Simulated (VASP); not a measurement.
Data:

```
Ag
1.0
    0.00000     2.02002     2.02002
    2.02002     0.00000     2.02002
    2.02002     2.02002     0.00000
Ag
1
Direct
  0.00000   0.00000   0.00000
```

Calculation: r2SCAN+rVV10, VASP's PBE PAW potentials (set 64) (plane waves; VASP 6.6.1). Run with 520 eV cut-off, 15×15×15 Γ-centred mesh, first-order Methfessel-Paxton smearing of 0.10 eV, potentials Ag.

### Question
What does the run give for the energy per atom (σ→0), pressure, band gap (on the k-mesh) with the smallest direct gap where there is one?

### Answer

```
Item                                                         Value
------------------------  ----------------------------------------
band gap (on the k-mesh)  none (metal, semimetal or under 0.01 eV)
energy per atom (σ→0)                              -21.025 eV/atom
pressure                                                  3.73 GPa
```

The absolute energy has meaning only against runs of the same code, potentials and settings.

The compound is Ag in the fcc structure. This cell is one point of a volume scan, at 0.97 of the reference volume.
